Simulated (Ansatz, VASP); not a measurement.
# K16Ca7Si24O63 in two plane-wave programs, part 2 of 2

One calculation is typed for both programs; each brings its own data sets. How far apart do they land? Of the first pair: The structure shown is frame 41 of Ansatz's trajectory.

VASP 6.6.1 and Ansatz 0.2.0.

So far. Step 4 (Differences): The forces differ by 25 meV/Å r.m.s., which is 3.0 % of the r.m.s. force of 0.824 eV/Å (both taken over all components).

**6. VASP: single point, RPBE, pair 2**

Level of this step: RPBE; plane waves and PAW (Si, K_sv, Ca_sv, O) (VASP).

The same cell, functional and mesh now go to VASP, with its own data sets.

INCAR reads:

```
SYSTEM = K16Ca7Si24O63
PREC = Accurate
ENCUT = 520
EDIFF = 1E-06
NELM = 120
ISMEAR = 0
SIGMA = 0.01
LREAL = Auto
ALGO = Normal
GGA = RP
NBANDS = 424
LORBIT = 11
LWAVE = .FALSE.
LCHARG = .FALSE.
ISIF = 2
LASPH = .TRUE.
GGA_COMPAT = .FALSE.
EFERMI = MIDGAP
NCORE = 2
```

POSCAR reads:

```
K16Ca7Si24O63
1.0
   11.9368300000      0.0000000000      0.0000000000
    0.0000000000     11.9368300000      0.0000000000
    0.0000000000      0.0000000000     11.9368300000
Si K Ca O
24 16 7 63
Direct
    0.0141494852      0.3256811063      0.1418215724
    0.4689352198      0.2277991728      0.7857530014
    0.6116615550      0.4492985156      0.4833276506
    0.0387288753      0.8738836023      0.6738221119
    0.6424653782      0.5947056296      0.1018193272
    0.0098325937      0.4872482895      0.5123554579
    0.4736600923      0.9062623829      0.6201060080
    0.2549085477      0.4287235388      0.1205596461
    0.5396910235      0.0790075757      0.0029237243
    0.7261140521      0.0010723115      0.1795116459
    0.5899891345      0.4292596946      0.7531647850
    0.3175717506      0.7938456022      0.4259003437
    0.4249201840      0.2916100841      0.4071265152
    0.8032785924      0.3006912220      0.8528646215
    0.9980120350      0.4566622797      0.7699866715
    0.0830790084      0.9151257076      0.4182517469
    0.4458805227      0.2674579432      0.1339384074
    0.9143549837      0.7184151906      0.3858394565
    0.9788947317      0.0757738864      0.2371400112
    0.8388826849      0.7613579150      0.1234498606
    0.5624525104      0.1321959013      0.5601989808
    0.1781796340      0.6529371701      0.6027312109
    0.1835914560      0.0338364541      0.1097276245
    0.6833723861      0.3428213353      0.0772818244
    0.5376804394      0.7831308647      0.8775864279
    0.4300471733      0.8293826753      0.1150640497
    0.2765977232      0.4063893010      0.6468970405
    0.9673254960      0.0621856892      0.9280855973
    0.3849430712      0.5413832651      0.9010516192
    0.4048897404      0.0220745374      0.3125620454
[... 74 atom lines left out ...]
    0.0970441901      0.3626088333      0.7777357975
    0.0101953366      0.2651625264      0.0260705732
    0.7087560098      0.3717737456      0.4409797241
    0.3432569619      0.3319222943      0.0772399372
    0.4664638769      0.1368872640      0.1032267361
    0.0361905129      0.0061155265      0.1411430003
```

KPOINTS reads:

```
Automatic mesh
0
Gamma
1 1 1
0 0 0
```

PAW data sets: Si, K_sv, Ca_sv and O (PBE family, release 64).

The run is started by

```bash
> mpirun -np 8 vasp_gam
```

Numbers of over 12 decimals in the logs are rounded to 6 here.

The program printed:

```text
[banner, memory and clock lines left out]
running    8 mpi-ranks, on    1 nodes
[...]
[... a notice as in an earlier step ...]

 LDA part: xc-table for (Slater+PW92), standard interpolation
 POSCAR, INCAR and KPOINTS ok, starting setup
[...]
entering main loop
       N       E                     dE             d eps       ncg     rms          rms(c)
DAV:   1     0.793661500108E+04    0.79366E+04   -0.39810E+05   848   0.163E+03
DAV:   2    -0.849401563922E+01   -0.79451E+04   -0.76536E+04  1048   0.459E+02
DAV:   3    -0.798589303408E+03   -0.79010E+03   -0.78496E+03  1032   0.151E+02
DAV:   4    -0.830931991931E+03   -0.32343E+02   -0.32215E+02  1112   0.305E+01
[...]
DAV:  19    -0.718668992045E+03    0.34031E-05   -0.12605E-05   968   0.927E-03    0.104E-02
DAV:  20    -0.718668993095E+03   -0.10497E-05   -0.10593E-05   936   0.914E-03    0.358E-03
DAV:  21    -0.718668993195E+03   -0.10061E-06   -0.63046E-06   936   0.510E-03
   1 F= -.71866899E+03 E0= -.71866899E+03  d E =0.000000E+00
```

OUTCAR, selected parts (step 6):

```text
  Total       19.7422223     30.6647346     41.4697365     17.0389202      2.7129005     -0.8104855
  in kB       18.5968588     28.8856913     39.0638310     16.0503913      2.5555091     -0.7634645
  external PRESSURE =      28.8487937 kB  Pullay stress =       0.0000000 kB

 POSITION                                       TOTAL-FORCE (eV/Angst)
 -----------------------------------------------------------------------------------
      0.16890      3.88760      1.69290        -0.122805     -0.764717      2.232393
      5.59760      2.71920      9.37940        -1.282393     -2.661900      1.774126
      7.30130      5.36320      5.76940        -2.062611      2.798249      0.522807
      0.46230     10.43140      8.04330         0.288417      1.106975     -1.187755
      7.66900      7.09890      1.21540        -0.039515      0.570580     -0.531106
      0.11737      5.81620      6.11590        -1.970589     -2.388752     -2.239443
[...]
8.31830      1.24680      6.22610        -1.709521     -0.052577      1.126538
     11.32580      5.18420      2.20980         0.101536     -0.309086     -0.473017
      8.24570      4.17190      9.55750        -1.583153      1.075206     -1.333954
      7.80680      7.05360      2.84740        -0.773531     -0.260774     -0.758849
      8.79030      8.26440      0.72100        -0.085191     -0.489097     -0.021078
     10.51290      8.37890      2.99700        -0.388095     -0.408753     -1.489711
      3.59830      3.12570      5.32240         0.345740      0.153275      0.834014
[...]
-----------------------------------------------------------------------------------
    total drift:                                0.012617      0.024634     -0.008467

  FREE ENERGIE OF THE ION-ELECTRON SYSTEM (eV)
  ---------------------------------------------------
  free  energy   TOTEN  =      -718.6689931953 eV

  energy  without entropy=     -718.6689931953  energy(sigma->0) =     -718.66899320

[... 2 parts as in an earlier step ...]

[... 1 further part left out ...]
[key lines of the parts left out:]
E-fermi :   3.4955
```

The run ends at a pressure of 2.88 GPa, with forces up to 3.8 eV/Å.

**7. Side by side**

Forces on 9 of the 110 atoms, those with the largest forces and the largest differences (eV/Å; atoms numbered as in POSCAR):

| atom | Ansatz x, y, z | VASP x, y, z |
| --- | --- | --- |
| Si1 | -0.160, -0.746, 2.153 | -0.123, -0.765, 2.232 |
| Si2 | -1.330, -2.655, 1.753 | -1.282, -2.662, 1.774 |
| Si3 | -2.008, 2.800, 0.480 | -2.063, 2.798, 0.523 |
| Si6 | -1.956, -2.430, -2.218 | -1.971, -2.389, -2.239 |
| Si19 | -1.315, 1.898, -0.223 | -1.376, 1.944, -0.164 |
| Si23 | -1.274, -2.774, -1.342 | -1.318, -2.805, -1.364 |
| O48 | -0.064, -0.569, -2.693 | -0.077, -0.567, -2.718 |
| O70 | -0.344, 1.373, -2.822 | -0.351, 1.422, -2.915 |
| O95 | 0.738, 1.604, 2.565 | 0.737, 1.623, 2.591 |

The forces differ by 25 meV/Å r.m.s., which is 2.8 % of the r.m.s. force of 0.909 eV/Å (both taken over all components).

**8. Ansatz: dynamics, RPBE**

One frame of this run of dynamics is then solved in both programs, so the motion causes no difference.

The structure compared here is frame 123 of Ansatz's trajectory.

input.yaml reads:

```yaml
crystal:
  lattice:
    - [11.93683, 0.0, 0.0]
    - [0.0, 11.93683, 0.0]
    - [0.0, 0.0, 11.93683]
  atoms:
    - { symbol: Si, position: [0.00422, 0.32389, 0.1486] }
    - { symbol: Si, position: [0.46292, 0.22917, 0.80862] }
    - { symbol: Si, position: [0.60287, 0.47264, 0.49441] }
    - { symbol: Si, position: [0.03727, 0.87986, 0.66602] }
    - { symbol: Si, position: [0.6389, 0.58817, 0.09498] }
    - { symbol: Si, position: [0.99442, 0.48838, 0.50313] }
    - { symbol: Si, position: [0.45542, 0.90709, 0.60994] }
    - { symbol: Si, position: [0.24009, 0.4266, 0.12206] }
    - { symbol: Si, position: [0.53977, 0.07241, 0.00651] }
    - { symbol: Si, position: [0.72394, 0.00208, 0.17919] }
    - { symbol: Si, position: [0.59981, 0.43608, 0.7614] }
    - { symbol: Si, position: [0.3032, 0.79721, 0.41975] }
    - { symbol: Si, position: [0.43022, 0.30927, 0.39917] }
    - { symbol: Si, position: [0.80547, 0.29907, 0.85444] }
    - { symbol: Si, position: [0.99106, 0.44843, 0.75071] }
    - { symbol: Si, position: [0.07979, 0.91626, 0.41418] }
    - { symbol: Si, position: [0.43898, 0.26506, 0.13648] }
    - { symbol: Si, position: [0.9039, 0.7177, 0.37304] }
    - { symbol: Si, position: [0.97163, 0.08569, 0.233] }
    - { symbol: Si, position: [0.82832, 0.76433, 0.12489] }
    - { symbol: Si, position: [0.54776, 0.14018, 0.56533] }
    - { symbol: Si, position: [0.17824, 0.65413, 0.60271] }
    - { symbol: Si, position: [0.17969, 0.03971, 0.11744] }
    - { symbol: Si, position: [0.69317, 0.33694, 0.08851] }
    - { symbol: K, position: [0.56222, 0.7633, 0.87666] }
    - { symbol: K, position: [0.43268, 0.80241, 0.11061] }
    - { symbol: K, position: [0.27205, 0.40113, 0.63066] }
    - { symbol: K, position: [0.99226, 0.07431, 0.92091] }
    - { symbol: K, position: [0.36542, 0.54756, 0.88013] }
    - { symbol: K, position: [0.41545, 0.03093, 0.31476] }
[... 74 atom lines left out ...]
    - { symbol: O, position: [0.0995, 0.36826, 0.75447] }
    - { symbol: O, position: [0.01503, 0.27676, 0.03074] }
    - { symbol: O, position: [0.70481, 0.3954, 0.45493] }
    - { symbol: O, position: [0.33576, 0.32639, 0.08545] }
    - { symbol: O, position: [0.46336, 0.13814, 0.10398] }
    - { symbol: O, position: [0.04137, 0.03792, 0.13029] }
kpoints:
  mp_grid: { grid: [1, 1, 1] }
hamiltonian:
  xc: rpbe
scf:
  occupations: { method: fixed }
output:
  forces: true
  stress: true
md:
  timestep: 1.0
  n_steps: 123
  ensemble: nvt_langevin
  temperature: 300
  initial_velocities: maxwell_boltzmann
  seed: 796
```

The run is started by

```bash
> ansatz run input.yaml --threads 4 --pin off --max-ram 8192MiB --backend cpu --events-out ev --progress --plain --runs-dir out
```

The program printed:

```text
[...]
Crystal: 110 atoms, lattice volume = 1700.854 Å³
Basis set: ecut = 420 eV, 33131 PW (Γ), exchange–correlation on 160×160×160 points (8 copies of the dense FFT grid, shifted against one another)
Bands: 454, of which v1, the nominal top of the filled ones, is band 344 counted from 1 (343 counted from 0)
Symmetry: 1 space group operations
k-points: 1
[...]
atom 109  O      0.85245574    -0.39966426    -0.43042382
  atom 110  O      0.29112461    -1.01104815    -1.41968917
  max |Σ_I F_I| component: 1.44e-4 eV/Å
--- Stress (GPa, compression-positive) ---
        1.291033       2.542687       0.478903
        2.542687       2.573108       1.016771
        0.478905       1.016770       3.583617
  P = ⅓ Tr σ = 2.4826 GPa (24.826 kbar)
--- MD trajectory: 123 steps, t = 0.0 → 123.0 fs ---
[...]
[key lines of the parts left out:]
SCF converged after 8 iterations
Free energy (F): -88735.165972 eV
Fermi energy:    4.666009 eV
```

**9. VASP: single point, RPBE, pair 3**

The same cell, functional and mesh now go to VASP, with its own data sets.

INCAR is that of step 6.

POSCAR reads:

```
K16Ca7Si24O63
1.0
   11.9368300000      0.0000000000      0.0000000000
    0.0000000000     11.9368300000      0.0000000000
    0.0000000000      0.0000000000     11.9368300000
Si K Ca O
24 16 7 63
Direct
    0.0099775233      0.3164491745      0.1501152316
    0.4841402617      0.2236774755      0.7843539700
    0.6003352649      0.4414237281      0.4749083299
    0.0487063986      0.8777874863      0.6711497106
    0.6454561219      0.6126082050      0.0946231118
    0.0058449354      0.4888986439      0.5100265313
    0.4787619494      0.9109202359      0.6206672961
    0.2485584531      0.4307843875      0.1275045385
    0.5441310633      0.0762932872      0.0019435646
    0.7221766583      0.0030577632      0.1753983260
    0.5903409867      0.4345291003      0.7541533221
    0.3281524492      0.7966855522      0.4270480521
    0.4278522857      0.2902864496      0.3935718277
    0.8036807092      0.2999456305      0.8641322696
    0.9974423695      0.4518285005      0.7708244149
    0.0923528273      0.9088510099      0.4171124159
    0.4559753301      0.2682873091      0.1198894514
    0.9171781788      0.7220593742      0.3757781589
    0.9763898791      0.0684938966      0.2365033263
    0.8490780216      0.7669289083      0.1227545337
    0.5706121307      0.1338295008      0.5586491556
    0.1835663237      0.6595302103      0.6043899427
    0.1821672923      0.0245710126      0.0995155330
    0.6963909179      0.3527485941      0.0709149749
    0.5279207294      0.7794280391      0.8709263682
    0.4235546623      0.8418734287      0.1203250779
    0.2688318423      0.3993438794      0.6564808245
    0.9602968292      0.0445428141      0.9295097610
    0.3924911388      0.5409308837      0.9024338958
    0.4117173487      0.0309881267      0.3125034033
[... 74 atom lines left out ...]
    0.0918166716      0.3499421538      0.7587441557
    0.0136133295      0.2795046926      0.0207006383
    0.7122493995      0.3766661668      0.4242332345
    0.3376357040      0.3189372723      0.0796191284
    0.4596362686      0.1337038393      0.0977311397
    0.0364167036      0.0103712627      0.1343321468
```

KPOINTS is that of step 6.

The run is started by

```bash
> mpirun -np 8 vasp_gam
```

The program printed:

```text
[... set-up lines as in an earlier step ...]
 entering main loop
       N       E                     dE             d eps       ncg     rms          rms(c)
DAV:   1     0.792654712927E+04    0.79265E+04   -0.39785E+05   848   0.163E+03
DAV:   2    -0.147578742910E+02   -0.79413E+04   -0.76623E+04  1040   0.458E+02
DAV:   3    -0.800491366724E+03   -0.78573E+03   -0.78101E+03  1048   0.151E+02
DAV:   4    -0.831397924046E+03   -0.30907E+02   -0.30815E+02  1136   0.295E+01
[...]
DAV:  19    -0.718636531004E+03    0.31956E-05   -0.19582E-05   968   0.106E-02    0.944E-03
DAV:  20    -0.718636532676E+03   -0.16712E-05   -0.13161E-05  1008   0.882E-03    0.534E-03
DAV:  21    -0.718636532274E+03    0.40159E-06   -0.80513E-06   992   0.580E-03
   1 F= -.71863653E+03 E0= -.71863653E+03  d E =0.000000E+00
```

OUTCAR, selected parts (step 9):

```text
  Total       13.4826409     27.0591581     37.9212974     27.0927394     11.1165915      4.8423306
  in kB       12.7004329     25.4892957     35.7212579     25.5209288     10.4716520      4.5613983
  external PRESSURE =      24.6369955 kB  Pullay stress =       0.0000000 kB

 POSITION                                       TOTAL-FORCE (eV/Angst)
 -----------------------------------------------------------------------------------
      0.11910      3.77740      1.79190         0.959286     -0.585736     -0.474789
      5.77910      2.67000      9.36270        -2.556603     -1.948222      2.670341
      7.16610      5.26920      5.66890         1.517624      1.440160      0.188525
      0.58140     10.47800      8.01140        -0.815196      0.748393     -1.301185
      7.70470      7.31260      1.12950        -0.790339     -1.932544      0.814620
      0.06977      5.83590      6.08810         0.509853     -0.268270     -0.686627
      5.71490     10.87350      7.40880         1.430302     -1.565847      1.093450
      2.96700      5.14220      1.52200         1.491941      0.201449      1.163003
[...]
8.41050      1.13870      6.23950        -1.799163      1.211620      0.935376
     11.16140      5.03700      2.11800         0.494401     -0.252998      0.597288
      8.18030      4.16510      9.60520        -0.289010      0.350067     -0.019910
      7.70900      7.11850      2.74030         0.651273      0.129615     -0.018296
      8.90170      8.34380      0.64610         0.119746      0.550249     -0.199864
[...]
-----------------------------------------------------------------------------------
    total drift:                                0.015570      0.018753     -0.007926

  FREE ENERGIE OF THE ION-ELECTRON SYSTEM (eV)
  ---------------------------------------------------
  free  energy   TOTEN  =      -718.6365322740 eV

  energy  without entropy=     -718.6365322740  energy(sigma->0) =     -718.63653227

[... 2 parts as in an earlier step ...]

[... 1 further part left out ...]
[key lines of the parts left out:]
E-fermi :   3.4580
```

The run ends at a pressure of 2.46 GPa, with forces up to 4.2 eV/Å.

**10. Side by side**

Forces on 10 of the 110 atoms, those with the largest forces and the largest differences (eV/Å; atoms numbered as in POSCAR):

```
atom          Ansatz x, y, z            VASP x, y, z
 Si1   0.927, -0.549, -0.550   0.959, -0.586, -0.475
 Si2   -2.619, -1.965, 2.674   -2.557, -1.948, 2.670
 Si7    1.430, -1.557, 1.172    1.430, -1.566, 1.093
Si11     1.558, 1.922, 0.655     1.560, 1.890, 0.642
Si20  -0.395, -0.354, -0.604  -0.461, -0.375, -0.548
Si21   2.260, -1.862, -2.990   2.261, -1.822, -3.007
Si22  -1.341, -0.396, -0.068  -1.392, -0.407, -0.145
Si24     0.210, 1.251, 3.289     0.191, 1.269, 3.262
 O54   0.240, -2.655, -0.032   0.262, -2.650, -0.019
 O76  -1.022, -1.575, -1.728  -1.045, -1.567, -1.715
```

The forces differ by 26 meV/Å r.m.s., which is 3.1 % of the r.m.s. force of 0.823 eV/Å (both taken over all components).

**11. Results**

```json
{
 "r.m.s. force difference (single point, RPBE, pair 1)": "3.0 % of the r.m.s. force",
 "r.m.s. force difference (single point, RPBE, pair 2)": "2.8 % of the r.m.s. force",
 "r.m.s. force difference (single point, RPBE, pair 3)": "3.1 % of the r.m.s. force"
}
```

The r.m.s. force difference is 3.1 % of the r.m.s. force (single point, RPBE, pair 3), at about the 3 % picked in this series as the mark of a large difference. What causes the difference of the single point, RPBE, pair 3 pair stays open here. How closely two codes agree says nothing of how well the functional describes the real material.

[Lines on the potential files, build, host, timing and source positions are cut from VASP's logs without a mark.]

[Logs are printed without paths, hosts, clocks, repeated set-up lines and the standing remarks that a program may print on its own settings, such as how far it seeks lower states.]

[Hosts, paths, dates, database ids (printed as entryN), source tags and the programs' standing remarks are cut or masked in the printed files.]
